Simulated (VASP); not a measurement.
ZnPb, 2 atoms in the cell. Symmetry: Fm-3m, No. 225, cubic system. The conventional cell has a = 5.907 Å, b = 5.907 Å, c = 5.907 Å, α = 90.00°, β = 90.00°, γ = 90.00°. Around Pb (site symmetry m-3m) lie 6 Zn at 2.95 Å. Zn (site symmetry m-3m) is surrounded by 6 Pb at 2.95 Å. The cell was built by a generator and needn't be a form met in nature.

```yaml
Program: VASP 6.6.1
Task: single point
Functional: PBE
Potentials_or_basis: VASP PAW PBE potentials, release 64 (Pb_d, Zn)
Cutoff: 520 eV
k_mesh: 6 × 6 × 6
Occupations: fermi-dirac, width 0.0538 eV
Spin: no spin polarisation
Dipole_correction: no
Further_INCAR_settings: ALGO = Normal; EDIFF = 1e-06; NBANDS = 20
```

Potentials or basis: VASP PAW PBE potentials, release 64 (Pb_d, Zn).

Command:

```bash
$ cat potpaw_PBE.64/Pb_d/POTCAR potpaw_PBE.64/Zn/POTCAR > POTCAR
$ mpirun -np 1 vasp_std > vasp.out
```

Hardware: 1 thread of AMD EPYC 9R45 (Zen 5) (shared host).

Problem. Estimate the wall time of this run.

Solution. It took 11 s on 1 thread of AMD EPYC 9R45 (Zen 5) (shared host), peak memory 0.14 GiB. Counts: scf iterations 12, k points 16.
